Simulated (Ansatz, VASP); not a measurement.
# CuF in VASP and in Ansatz

INCAR

```
SYSTEM = CuF
PREC = Accurate
ENCUT = 520
EDIFF = 1E-6
ISMEAR = -1
SIGMA = 0.02
LREAL = .FALSE.
LASPH = .TRUE.
NELM = 100
ALGO = Fast
ISIF = 2
LWAVE = .FALSE.
LCHARG = .FALSE.
GGA = PE
NBANDS = 16
```

The input KPOINTS:

```
regular mesh
0
G
  6 6 6
  0 0 0
```

The input POSCAR:

```
CuF
1.0
    2.7384616615      0.0000000000      0.0000000000
    0.0000000000      2.7384616615      0.0000000000
    0.0000000000      0.0000000000      2.7384616615
Cu F
1 1
Direct
    0.0000000000      0.0000000000      0.0000000000
    0.5000000000      0.5000000000      0.5000000000
```

Input for Ansatz:

```yaml
crystal:
  lattice:
    - [2.7384616615, 0.0, 0.0]
    - [0.0, 2.7384616615, 0.0]
    - [0.0, 0.0, 2.7384616615]
  atoms:
    - { symbol: Cu, position: [0.0, 0.0, 0.0] }
    - { symbol: F, position: [0.5, 0.5, 0.5] }
kpoints:
  mp_grid: { grid: [6, 6, 6] }
hamiltonian:
  xc: pbe
scf:
  occupations: { method: fermi_dirac, width: 0.02 }
  n_extra_bands: 4
output:
  forces: true
  stress: true
  eigenvalues: true
```

The cell was built by a generator and needn't be a form met in nature.

Alike in both runs: task single point; functional PBE; k mesh 6 × 6 × 6; occupations fermi-dirac, width 0.02 eV; no spin polarisation.

```csv
,VASP,Ansatz
version,VASP 6.6.1,Ansatz 0.2.0
potentials or method,"VASP PAW PBE potentials, release 64 (Cu, F)","plane waves, PAW"
plane-wave cutoff (eV),520,420
valence electrons in the cell,18,26
```

Ansatz gave:

- pressure (GPa): 6.7

Q: Estimate VASP's values.

A: Pressure (GPa): 6.6.

The functional is the same, so the differences come from potentials, cutoffs and numerics. The two sets of potentials don't hold the same shells in valence.

Caveats: the k mesh is coarse (spacing up to 0.38 Å⁻¹), so the values aren't converged; the run has no spin polarisation, though such a crystal can be magnetic; semilocal functionals often make such compounds metallic where correlation or magnetic order opens a gap, which also shifts bond lengths. With open d or f shells a metallic result of PBE can be an artefact of self-interaction; +U or a hybrid may open a gap.
